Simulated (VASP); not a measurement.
```yaml
crystal:
  lattice:
    - [0.00000, 3.44500, 3.44500]
    - [3.44500, 0.00000, 3.44500]
    - [3.44500, 3.44500, 0.00000]
  atoms:
    - { symbol: Rb, position: [0.00000, 0.00000, 0.00000] }
    - { symbol: Br, position: [0.50000, 0.50000, 0.50000] }
```

The base run (VASP): PBE GGA, plane waves, VASP's PBE PAW potentials (set 64). Settings: 400 eV cut-off, 6×6×6 Γ-centred mesh, Gaussian smearing of 0.050 eV, potentials Rb_sv Br.

One setting is varied; ΔE counts from the base run. The base run took about 9 core-seconds. Times come from single runs on busy shared machines, so they are rough: good to a factor of about 2.

Pressures at a finite cut-off, here 400 eV, hold a Pulay part, which this task's highest cut-off puts under 0.2 GPa.

```tsv
setting	cost over the base run	electronic steps	ΔE (meV/atom)	pressure (GPa)
SYMPREC = 1E-3	within a factor of 2	13	0.0	0.75
base run	reference	13	0.0	0.75
ISYM = 1	within a factor of 2	13	0.0	0.75
ISYM = 0	about 5 times	13	0.0	0.75
ISYM = -1	about 9 times	13	0.0	0.75
```

Left out are runs that failed, have no time on record or changed the cell.

The compound is RbBr in the rock salt structure. The cell was not relaxed at this level.
